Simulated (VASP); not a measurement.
## HfB under changes of volume

One of the cells (12.573 Å³/atom); the others are scaled copies at fixed shape and fractional positions:

```xyz
2
Lattice="0.0000 2.3253 2.3253 2.3253 0.0000 2.3253 2.3253 2.3253 0.0000" Properties=species:S:1:pos:R:3 pbc="T T T"
Hf    2.3253    2.3253    2.3253
B     0.0000    0.0000    0.0000
```

| Item | Value |
| --- | --- |
| Program | VASP 6.6.1 |
| Functional | PBEsol |
| Potentials or basis | VASP PAW PBE potentials, release 64 (Hf_pv, B) |
| Cutoff | 520 eV |
| k mesh | 10 × 10 × 10 |
| Occupations | fermi-dirac, width 0.05 eV |
| Spin | no spin polarisation |

```tsv
volume (Å³/atom)	energy over the lowest point (meV/atom)	pressure (GPa)
11.587	230.64	43.0
11.833	169.95	36.2
12.080	?	?
12.573	44.41	19.2
12.819	18.74	14.4
13.066	0.00	10.1
```

Question: What does the run at 12.080 Å³/atom give?

Answer: Energy over the lowest point 119.25 meV/atom; pressure 30.0 GPa.

Worked out: A Birch-Murnaghan fit of order 3 (a polynomial in V^(-2/3)) to the other rows has no minimum within the range. It gives 119.14 meV/atom at 12.080 Å³/atom, against the run's 119.25, and -dE/dV = 29.9 GPa, against 30.0.

Energies are extrapolated to zero smearing.

Caveats: the PAW data sets were made with another functional, which shifts forces and pressure a little.
